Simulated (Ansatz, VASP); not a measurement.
## Cross-check of Ni between VASP and Ansatz

One calculation is typed for both programs; each brings its own data sets. How far apart do they land? Of the first pair: The structure shown is frame 250 of Ansatz's trajectory.

Calculated with Ansatz 0.2.0; plane waves, with VASP 6.6.1 beside it; single point at PBE.

**1. Starting point**

The cell holds 48 atoms: 48 Ni. Cell: a = 8.430 Å, b = 8.430 Å, c = 8.430 Å, α = 90.0°, β = 90.0°, γ = 90.0°. As first built, before any earlier steps moved the atoms (in the runner's words): 48 atoms (48 Ni) placed at random at 7.81 g/cm^3, melted at 2482.2 K for 5 ps at fixed volume with the EAM universal-3 functions (Foiles, Baskes and Daw, Phys. Rev. B 33, 7983 (1986)). Snapshot at the end of a hold of 8 ps at 1773 K and fixed volume.

**2. Ansatz: dynamics, PBE**

Ansatz runs on its default PAW (the set named soft_2) files.

One frame of this run of dynamics is then solved in both programs, so the motion causes no difference.

input.yaml

```yaml
crystal:
  lattice:
    - [8.4296, 0.0, 0.0]
    - [0.0, 8.4296, 0.0]
    - [0.0, 0.0, 8.4296]
  atoms:
    - { symbol: Ni, position: [0.56216, 0.91111, 0.88972] }
    - { symbol: Ni, position: [0.7268, 0.1806, 0.56316] }
    - { symbol: Ni, position: [0.23584, 0.87745, 0.72599] }
    - { symbol: Ni, position: [0.76786, 0.91346, 0.71226] }
    - { symbol: Ni, position: [0.99607, 0.374, 0.60502] }
    - { symbol: Ni, position: [0.80051, 0.66197, 0.23103] }
    - { symbol: Ni, position: [0.76649, 0.61531, 0.5498] }
    - { symbol: Ni, position: [0.3116, 0.64519, 0.59742] }
    - { symbol: Ni, position: [0.24064, 0.40779, 0.73862] }
    - { symbol: Ni, position: [0.01359, 0.61311, 0.75588] }
    - { symbol: Ni, position: [0.53794, 0.91262, 0.2261] }
    - { symbol: Ni, position: [0.49534, 0.9057, 0.59447] }
    - { symbol: Ni, position: [0.99309, 0.07601, 0.0684] }
    - { symbol: Ni, position: [0.47848, 0.16313, 0.07749] }
    - { symbol: Ni, position: [0.77854, 0.89869, 0.06372] }
    - { symbol: Ni, position: [0.74537, 0.12693, 0.26197] }
    - { symbol: Ni, position: [0.22434, 0.65626, 0.26622] }
    - { symbol: Ni, position: [0.46717, 0.17179, 0.41956] }
    - { symbol: Ni, position: [0.96229, 0.12432, 0.38977] }
    - { symbol: Ni, position: [0.25838, 0.88732, 0.43568] }
    - { symbol: Ni, position: [0.97194, 0.11139, 0.71108] }
    - { symbol: Ni, position: [0.27006, 0.39195, 0.43672] }
    - { symbol: Ni, position: [0.52563, 0.41087, 0.61243] }
    - { symbol: Ni, position: [0.7295, 0.89043, 0.4437] }
    - { symbol: Ni, position: [0.02328, 0.83671, 0.56024] }
    - { symbol: Ni, position: [0.01733, 0.85079, 0.26965] }
    - { symbol: Ni, position: [0.46434, 0.40716, 0.91765] }
    - { symbol: Ni, position: [0.54258, 0.63523, 0.75314] }
    - { symbol: Ni, position: [0.5189, 0.65974, 0.10728] }
    - { symbol: Ni, position: [0.72159, 0.15665, 0.94099] }
    - { symbol: Ni, position: [0.22144, 0.14031, 0.90977] }
    - { symbol: Ni, position: [0.2633, 0.89516, 0.05013] }
    - { symbol: Ni, position: [0.69663, 0.39528, 0.07196] }
    - { symbol: Ni, position: [0.99184, 0.58681, 0.4143] }
    - { symbol: Ni, position: [0.27239, 0.6374, 0.88136] }
    - { symbol: Ni, position: [0.26596, 0.13197, 0.61577] }
    - { symbol: Ni, position: [0.72858, 0.39774, 0.38147] }
    - { symbol: Ni, position: [0.22304, 0.40115, 0.05561] }
    - { symbol: Ni, position: [0.00976, 0.39552, 0.22403] }
    - { symbol: Ni, position: [0.99159, 0.85094, 0.88768] }
    - { symbol: Ni, position: [0.51186, 0.66708, 0.39141] }
    - { symbol: Ni, position: [0.76873, 0.6274, 0.94364] }
    - { symbol: Ni, position: [0.75398, 0.41248, 0.74431] }
    - { symbol: Ni, position: [0.9786, 0.32755, 0.95544] }
    - { symbol: Ni, position: [0.4566, 0.42102, 0.2364] }
    - { symbol: Ni, position: [0.49493, 0.1628, 0.7697] }
    - { symbol: Ni, position: [0.2205, 0.1841, 0.25626] }
    - { symbol: Ni, position: [0.01963, 0.62426, 0.06373] }
kpoints:
  mp_grid: { grid: [1, 1, 1] }
hamiltonian:
  xc: pbe
scf:
  occupations: { method: fermi_dirac, width: 0.153 }
output:
  forces: true
  stress: true
md:
  timestep: 4.0
  n_steps: 750
  ensemble: nvt_nose_hoover
  temperature: 1773
  initial_velocities: maxwell_boltzmann
  seed: 6
```

Run with:

```bash
> ansatz run input.yaml --threads 8 --pin off --max-ram 15360MiB --backend cpu --events-out ev --progress --plain --runs-dir out
```

Numbers of over 12 decimals in the logs are rounded to 6 here.

The log of the run:

```text
Warning: md: disabling space-group detection — thermal motion breaks the input geometry's symmetry, so no spatial operation reduces the k-mesh or symmetrises the density; time reversal is kept, so that k and −k are solved as one point where they differ and the mesh holds both, and exact exchange and, on two spinor components, a DFT+U term hold to it where the run has them: on two components no moment then forms, and  [...]
Warning: output.stress: scf.convergence.dr2_threshold = 4.8e-8 eV (the default of an md: trajectory) is looser than the 4.8e-9 eV advised for a printed stress (1e-10 eV for each atom of the cell: 48). What an SCF threshold leaves in a stress goes as its square root, and in the free energy as the threshold itself, and one threshold admits the most on a small cell: [figures from the program's tests cut] Set scf.converg [...]
band count auto-derived: 526 (N_el = 864.0; filled up to band 432; 519 by the electrons, moments and atoms)
Engine: ansatz 0.2.0, aarch64-unknown-linux-gnu
Pseudopotentials: kind: paw
Pseudopotential: Ni, paw, valence charge 18, recommended cutoff 420 eV (normal), Ni.paw.azcp
Functional definition: PBE
  parameter kappa = 0.804
  parameter beta = 0.066725
  exchange = pbe_x(kappa = kappa, mu = beta*pi^2/3)
  correlation = pbe_c(beta = beta)
Crystal: 48 atoms, lattice volume = 598.992 Å³
Basis set: ecut = 420 eV, 11753 PW (Γ), exchange–correlation on 120×120×120 points (8 copies of the dense FFT grid, shifted against one another)
Bands: 526, of which v1, the nominal top of the filled ones, is band 432 counted from 1 (431 counted from 0)
Symmetry: 1 space group operations
k-points: 1
Non-local potential: Ni, projectors of the file, l = 0: 3, l = 1: 2, l = 2: 3, l = 3: 1
PAW form: soft (Blöchl's): semilocal exchange-correlation on the pseudo side does not see the compensation charge
PAW one-centre angular grid: Ni, 590 points (default); XC on 64 Gauss nodes
Initial density: superposition of atomic densities (neutral atoms: chi_scale 0, normalization atom), corrected by the library's trained network
Initial wavefunctions: pseudopotential atomic-orbital guess
Functional: x = pbe(κ = 0.804, μ = 0.219515), c = pbe(β = 0.066725)
SCF iter   1: F=—  HF=-280292.516409 eV  |F-HF|=—  |Δ(HF+E_count)|=         —  Δρ=1.25e-2  dr2=8.26e-1  ethr=1.77e-3  ⟨swp⟩=4.0  Hψ=1511  notcnv=0  defer=33
preconditioner: auto → Kerker (q_TF=auto, 2.900 Å⁻¹)  [metal: Δε(μ)=0.018 eV  Ē_g=6.998 eV  σ=0.153 eV  W_gap=0.03  n_scr=250 (ndim 8)  ℏωp=33.2 eV  f_vac=0.000  D(μ)=118.70/eV (n_scr^D=2108)]
SCF iter   2: F=—  HF=-280292.476555 eV  |F-HF|=—  |Δ(HF+E_count)|=   3.99e-2  Δρ=5.37e-3  dr2=2.00e-1  ethr=9.57e-5  ⟨swp⟩=2.0  Hψ=651  notcnv=0  defer=42
SCF iter   3: F=—  HF=-280292.468168 eV  |F-HF|=—  |Δ(HF+E_count)|=   8.39e-3  Δρ=1.30e-3  dr2=1.78e-2  ethr=2.32e-5  ⟨swp⟩=2.0  Hψ=477  notcnv=0  defer=42
SCF iter   4: F=—  HF=-280292.467233 eV  |F-HF|=—  |Δ(HF+E_count)|=   9.35e-4  Δρ=4.20e-4  dr2=1.17e-3  ethr=2.06e-6  ⟨swp⟩=2.0  Hψ=477  notcnv=0  defer=42
SCF iter   5: F=—  HF=-280292.467107 eV  |F-HF|=—  |Δ(HF+E_count)|=   1.26e-4  Δρ=1.79e-4  dr2=1.44e-4  ethr=1.36e-7  ⟨swp⟩=3.0  Hψ=1007  notcnv=0  defer=42
SCF iter   6: F=—  HF=-280292.467165 eV  |F-HF|=—  |Δ(HF+E_count)|=   5.87e-5  Δρ=5.09e-5  dr2=1.66e-5  ethr=1.66e-8  ⟨swp⟩=2.0  Hψ=589  notcnv=0  defer=42
SCF iter   7: F=—  HF=-280292.466697 eV  |F-HF|=—  |Δ(HF+E_count)|=   4.68e-4  Δρ=3.53e-5  dr2=9.77e-6  ethr=1.92e-9  ⟨swp⟩=3.0  Hψ=954  notcnv=0  defer=42
SCF iter   8: F=—  HF=-280292.466697 eV  |F-HF|=—  |Δ(HF+E_count)|=   1.78e-7  Δρ=1.54e-5  dr2=9.35e-7  ethr=1.13e-9  ⟨swp⟩=1.0  Hψ=476  notcnv=0  defer=42
SCF iter   9: F=—  HF=-280292.466697 eV  |F-HF|=—  |Δ(HF+E_count)|=   6.07e-8  Δρ=5.95e-6  dr2=2.17e-7  ethr=1.08e-10  ⟨swp⟩=1.0  Hψ=476  notcnv=0  defer=42
SCF iter  10: F=-280292.466697 eV  HF=-280292.466697 eV  |F-HF|=2.85e-8  |Δ(HF+E_count)|=   1.08e-8  Δρ=3.17e-6  dr2=3.11e-8  ethr=5.56e-12  ⟨swp⟩=3.0  Hψ=1500  notcnv=0
[...]
md step   714: t =  2856.00 fs  T =  1635.9 K  F+E_penalty+E_count = -280288.01732569 eV  E_kin = 9.938352 eV  conserved = -280281.67540091 eV  P_inst = 0.9734 GPa  (7 SCF iters)
md step   716: t =  2864.00 fs  T =  1741.5 K  F+E_penalty+E_count = -280288.56194865 eV  E_kin = 10.579991 eV  conserved = -280281.68746024 eV  P_inst = 0.6801 GPa  (7 SCF iters)
md step   718: t =  2872.00 fs  T =  1896.3 K  F+E_penalty+E_count = -280289.40877489 eV  E_kin = 11.520566 eV  conserved = -280281.70440100 eV  P_inst = 0.3654 GPa  (11 SCF iters)
md step   720: t =  2880.00 fs  T =  1934.1 K  F+E_penalty+E_count = -280289.53304399 eV  E_kin = 11.750326 eV  conserved = -280281.69821612 eV  P_inst = 0.5238 GPa  (15 SCF iters)
md step   722: t =  2888.00 fs  T =  1886.6 K  F+E_penalty+E_count = -280289.15084318 eV  E_kin = 11.461401 eV  conserved = -280281.68499673 eV  P_inst = 1.0119 GPa  (11 SCF iters)
md step   724: t =  2896.00 fs  T =  1869.0 K  F+E_penalty+E_count = -280288.97934750 eV  E_kin = 11.354398 eV  conserved = -280281.68530343 eV  P_inst = 1.4158 GPa  (11 SCF iters)
md step   726: t =  2904.00 fs  T =  1887.2 K  F+E_penalty+E_count = -280289.04684834 eV  E_kin = 11.465413 eV  conserved = -280281.69568932 eV  P_inst = 1.6663 GPa  (12 SCF iters)
md step   728: t =  2912.00 fs  T =  1864.3 K  F+E_penalty+E_count = -280288.86193510 eV  E_kin = 11.325889 eV  conserved = -280281.69331660 eV  P_inst = 1.9477 GPa  (13 SCF iters)
md step   730: t =  2920.00 fs  T =  1822.1 K  F+E_penalty+E_count = -280288.56197507 eV  E_kin = 11.069823 eV  conserved = -280281.68321270 eV  P_inst = 2.1583 GPa  (16 SCF iters)
md step   732: t =  2928.00 fs  T =  1846.2 K  F+E_penalty+E_count = -280288.68095582 eV  E_kin = 11.215866 eV  conserved = -280281.68450711 eV  P_inst = 2.0509 GPa  (11 SCF iters)
md step   734: t =  2936.00 fs  T =  1928.3 K  F+E_penalty+E_count = -280289.16528952 eV  E_kin = 11.714965 eV  conserved = -280281.69201072 eV  P_inst = 1.7110 GPa  (11 SCF iters)
md step   736: t =  2944.00 fs  T =  1991.4 K  F+E_penalty+E_count = -280289.54327687 eV  E_kin = 12.098045 eV  conserved = -280281.69671990 eV  P_inst = 1.4504 GPa  (11 SCF iters)
md step   738: t =  2952.00 fs  T =  1986.3 K  F+E_penalty+E_count = -280289.51719423 eV  E_kin = 12.066965 eV  conserved = -280281.69319998 eV  P_inst = 1.4257 GPa  (11 SCF iters)
md step   740: t =  2960.00 fs  T =  1950.0 K  F+E_penalty+E_count = -280289.31418956 eV  E_kin = 11.846982 eV  conserved = -280281.68357032 eV  P_inst = 1.4560 GPa  (16 SCF iters)
md step   742: t =  2968.00 fs  T =  1971.6 K  F+E_penalty+E_count = -280289.48491632 eV  E_kin = 11.977696 eV  conserved = -280281.68104425 eV  P_inst = 1.2087 GPa  (11 SCF iters)
md step   744: t =  2976.00 fs  T =  2071.1 K  F+E_penalty+E_count = -280290.16157053 eV  E_kin = 12.582512 eV  conserved = -280281.68974356 eV  P_inst = 0.6214 GPa  (7 SCF iters)
md step   746: t =  2984.00 fs  T =  2160.2 K  F+E_penalty+E_count = -280290.80772420 eV  E_kin = 13.123414 eV  conserved = -280281.69929331 eV  P_inst = 0.0226 GPa  (6 SCF iters)
md step   748: t =  2992.00 fs  T =  2145.3 K  F+E_penalty+E_count = -280290.85036739 eV  E_kin = 13.033230 eV  conserved = -280281.69611504 eV  P_inst = -0.2398 GPa  (8 SCF iters)
[...]
md step   750: t =  3000.00 fs  T =  2058.1 K  F+E_penalty+E_count = -280290.47656119 eV  E_kin = 12.503325 eV  conserved = -280281.68209793 eV  P_inst = -0.2286 GPa  (12 SCF iters)
SCF converged after 12 iterations
Free energy (F): -280290.476561 eV
Harris-Foulkes:  -280290.476561 eV  (|F-HF|=5.06e-9)
Internal energy: -280280.840629 eV  (E = F + TS)
E sigma→0 (E₀):  -280285.658595 eV
Entropy (-TS):   -9.635933 eV (-200.749 meV/atom)
Fermi energy:    15.070528 eV
--- Per-component energies (eV) ---
  E_band       = -16037.173247
  E_kinetic    = 13507.772751
  E_local      = -184391.419884  (includes V_loc(G=0)·N_el)
  E_nonlocal   = 30595.424811
  E_hartree    = 77384.113348
  E_xc         = -4030.574470
  E_vxc        = -5194.362578  (∫ρ·V_xc dr)
  E_paw        = -78286.536033  (= ΣΔE_a)
  E_vpaw       = -25322.853906  (= ΣTr[D̂ρ^β])
  E_aug_tail   = 0.025184  (compensation charges beyond the density's cutoff)
  E_ewald      = -135059.646337
  E_smearing   = -9.635933  (= −TS)
  E_closure    = -0.000000  (closes the sum)
  Σ components = -280290.476561   (vs F -280290.476561, Δ=0.00e0)
--- Forces (eV/Å), atoms counted from 1 ---
  atom   1  Ni    -0.82681801    -2.51556581     1.09927983
  atom   2  Ni    -0.32509101     0.64335125     0.16336225
  atom   3  Ni     1.45327435    -1.58035740    -2.22875819
  atom   4  Ni    -0.39307627     0.47257569    -0.80092138
  atom   5  Ni    -0.00996937    -0.38879371    -2.37402628
  atom   6  Ni    -0.18126549     1.65141004    -1.70960861
  atom   7  Ni     0.68755681    -0.49681646     1.36876244
  atom   8  Ni     0.03194942    -0.92994799     0.48616199
  atom   9  Ni     0.23019525     1.40173175     0.35895325
  atom  10  Ni    -1.14006532    -0.71513692    -0.11516278
  atom  11  Ni    -0.44411111     0.39599745     0.95188536
  atom  12  Ni     0.71318220     0.39629261    -0.52076256
  atom  13  Ni    -1.07060816     0.62577788    -1.13859745
  atom  14  Ni     0.02048264     1.97115268     1.39320716
  atom  15  Ni     1.27603906    -0.59531861     0.67168021
  atom  16  Ni     1.34983594     0.71676642    -1.21865707
  atom  17  Ni    -0.91515615    -1.61431646    -1.48288801
  atom  18  Ni     0.12950138    -0.36374964    -0.25914387
  atom  19  Ni    -0.02988462    -1.10480018    -1.25924753
  atom  20  Ni     0.11566334     0.24673238    -0.47851458
  atom  21  Ni    -1.31990086     1.86740316     3.64292649
  atom  22  Ni     0.99872975     0.36957266     0.16332718
  atom  23  Ni     0.33441901     0.42082021     2.14073782
  atom  24  Ni     0.20020506     0.75772608    -0.28677454
[...]
atom  41  Ni    -1.40968290    -0.13231280     0.27714773
  atom  42  Ni     2.18908116     2.47903505    -1.77747267
  atom  43  Ni     0.98221604    -0.39429048     0.53302005
  atom  44  Ni     0.51271896    -0.68247527    -0.50993455
  atom  45  Ni    -2.74297230    -4.12568140     2.94505702
  atom  46  Ni    -0.96934097    -0.26484253    -1.73570689
  atom  47  Ni     0.79548083     1.34570191     2.49567375
  atom  48  Ni    -0.56239307     0.19077402     0.38904070
  max |Σ_I F_I| component: 4.30e-6 eV/Å
--- Stress (GPa, compression-positive) ---
       -2.481673       1.342446      -2.253908
        1.342445      -1.122854       0.133734
       -2.253908       0.133734      -3.912455
  P = ⅓ Tr σ = -2.5057 GPa (-25.057 kbar)
--- MD trajectory: 750 steps, t = 0.0 → 3000.0 fs ---
  final state: T = 2058.1 K   F+E_penalty+E_count = -280290.47656119 eV   E_kin = 12.503325 eV
  conserved energy: peak-to-peak 6.469e-2 eV (1.348e-3 eV/atom) over 3000.0 fs
```

In the SCF lines HF is the Harris–Foulkes energy and dr2 the Hartree energy of the density residual, in eV; the loop may stop once dr2 is under the threshold and the program's other checks hold. Hψ counts applications of the Hamiltonian.

**3. VASP: single point, PBE, pair 1**

The same cell, functional, mesh and smearing now go to VASP, with its own data sets.

Lines of VASP's logs that name or quote its potential files are left out, and so is its time.

INCAR

```
SYSTEM = Ni
PREC = Accurate
ENCUT = 520
EDIFF = 1E-06
NELM = 120
ISMEAR = -1
SIGMA = 0.153
LREAL = Auto
ALGO = Normal
GGA = PE
NBANDS = 280
LASPH = .TRUE.
LORBIT = 11
LWAVE = .FALSE.
LCHARG = .FALSE.
ISIF = 2
GGA_COMPAT = .FALSE.
NCORE = 2
```

POSCAR

```
Ni
1.0
    8.4296000000      0.0000000000      0.0000000000
    0.0000000000      8.4296000000      0.0000000000
    0.0000000000      0.0000000000      8.4296000000
Ni
48
Direct
    0.3102045174      0.9634027712      0.0938004176
    0.9204588593      0.3683448799      0.2938336339
    0.1996417386      0.8093503844      0.8522112556
    0.9966902344      0.0318401822      0.3895439879
    0.0648192085      0.2613054000      0.5012574737
    0.7624798330      0.5635142830      0.3932215052
    0.8864833444      0.5506429724      0.6964980545
    0.3829600456      0.6324499383      0.7291449179
    0.4051912309      0.2743309291      0.8162071747
    0.1532694315      0.4287985195      0.7470105343
    0.5568235741      0.8940637753      0.2263571225
    0.4369127835      0.9222027142      0.4473759134
    0.8616660340      0.0536324381      0.9828817500
    0.3849767486      0.2768814653      0.0513666129
    0.5640718421      0.0909651704      0.0200602638
    0.6648120907      0.0857691943      0.3405974186
    0.3118534687      0.7139840562      0.2349933567
    0.4995373446      0.1623683212      0.5803834108
    0.1362579482      0.1736025434      0.1901276454
    0.2126316788      0.7839399260      0.5533002752
    0.9637230711      0.2109827275      0.7264045744
    0.3243688906      0.3963296005      0.5447352188
    0.5863386163      0.4422867040      0.6231137895
    0.7146958337      0.9270665275      0.5434302933
    0.9406970675      0.7816385119      0.5158607763
    0.8130872165      0.8278684635      0.2765493025
    0.5630041758      0.4771993926      0.9325828035
    0.6790001898      0.6939831071      0.7131773750
    0.4781484293      0.7603800892      0.9887539148
    0.7045885926      0.2749240771      0.7937150043
    0.1797594192      0.1104322862      0.8774200437
    0.0427896935      0.8286039670      0.0795174148
    0.6892379235      0.3128974091      0.1134454778
    0.1058650470      0.5446759040      0.4440542849
    0.2327275316      0.5757331309      0.9813751542
    0.2050868369      0.0550085413      0.5996725823
    0.5443200152      0.3604797381      0.3658773845
    0.0558626744      0.3456273133      0.0034046693
    0.2549943058      0.4445406662      0.2530487805
    0.8892118250      0.8326017842      0.8026359495
    0.4690969916      0.6496512290      0.4545530037
    0.7416722027      0.7409604252      0.0049943058
    0.7781033501      0.2777237354      0.5045553763
    0.8350692797      0.4909366993      0.9539954446
    0.5728741577      0.5663376673      0.1928205372
    0.6276454399      0.9389769384      0.8041188194
    0.3506216191      0.1848486286      0.3278803265
    0.9626316788      0.6386068141      0.2162498814
```

KPOINTS

```
Automatic mesh
0
Gamma
1 1 1
0 0 0
```

Potentials, in the order of the species: Ni (PBE family, release 64).

Run with:

```bash
> mpirun -np 8 vasp_gam
```

The log of the run:

```text
[banner, memory and clock lines left out]
running    8 mpi-ranks, on    1 nodes
[...]
LDA part: xc-table for (Slater+PW92), standard interpolation
 POSCAR, INCAR and KPOINTS ok, starting setup
[...]
entering main loop
       N       E                     dE             d eps       ncg     rms          rms(c)
DAV:   1     0.512454529230E+04    0.51245E+04   -0.23005E+05   560   0.277E+03
DAV:   2     0.402378027943E+03   -0.47222E+04   -0.45976E+04   560   0.599E+02
DAV:   3    -0.232416038157E+03   -0.63479E+03   -0.56631E+03   560   0.232E+02
DAV:   4    -0.285951608562E+03   -0.53536E+02   -0.47161E+02   616   0.682E+01
[...]
DAV:  41    -0.245288457931E+03    0.17892E-05   -0.12247E-05   632   0.312E-02    0.464E-02
DAV:  42    -0.245288450740E+03    0.71903E-05   -0.11848E-05   584   0.302E-02    0.219E-02
DAV:  43    -0.245288450253E+03    0.48727E-06   -0.40624E-06   400   0.143E-02
   1 F= -.24528845E+03 E0= -.24065309E+03  d E =-.927072E+01
```

From OUTCAR (step 3):

```text
  Total       -8.2412134     -4.5427731     -0.4961298     -9.9506695     -0.0233334     -3.5577827
  in kB      -22.0435148    -12.1509637     -1.3270431    -26.6159507     -0.0624119     -9.5163215
  external PRESSURE =     -11.8405072 kB  Pullay stress =       0.0000000 kB

 POSITION                                       TOTAL-FORCE (eV/Angst)
 -----------------------------------------------------------------------------------
      2.61490      8.12110      0.79070        -0.369823      0.512269      0.098173
      7.75910      3.10500      2.47690         0.765998     -0.576102     -1.688280
      1.68290      6.82250      7.18380        -0.062406      1.179379     -0.727906
      8.40170      0.26840      3.28370        -0.830392     -0.681842     -0.362252
      0.54640      2.20270      4.22540         1.314606      1.732167     -1.550141
      6.42740      4.75020      3.31470        -0.242471      0.458492      1.559438
      7.47270      4.64170      5.87120         1.672394     -1.690686     -1.149101
      3.22820      5.33130      6.14640         0.069729     -0.367410      0.283544
      3.41560      2.31250      6.88030        -0.136447      0.100087     -4.056823
      1.29200      3.61460      6.29700        -0.464760      0.355200      0.376462
      4.69380      7.53660      1.90810        -0.679982     -2.472214     -2.651776
      3.68300      7.77380      3.77120        -1.116278      0.591563      1.498384
      7.26350      0.45210      8.28530        -0.000939      0.534220      0.061403
      3.24520      2.33400      0.43300        -1.407164      1.069792      4.071641
[...]
-----------------------------------------------------------------------------------
    total drift:                                0.005221     -0.002148     -0.000392

  FREE ENERGIE OF THE ION-ELECTRON SYSTEM (eV)
  ---------------------------------------------------
  free  energy   TOTEN  =      -245.2884502531 eV

  energy  without entropy=     -236.0177320915  energy(sigma->0) =     -240.65309117

[... 3 further parts left out ...]
[key lines of the parts left out:]
E-fermi :   7.4693
```

This run has no spin polarisation, so a moment on Ni, if there is one, isn't seen.

(Continued in part 2 of 2.)

[Lines on the potential files, build, host, timing and source positions are cut from VASP's logs without a mark.]

[Logs are printed without paths, hosts, clocks, repeated set-up lines and the standing remarks that a program may print on its own settings, such as how far it seeks lower states.]

[Hosts, paths, dates, database ids (printed as entryN), source tags and the programs' standing remarks are cut or masked in the printed files.]
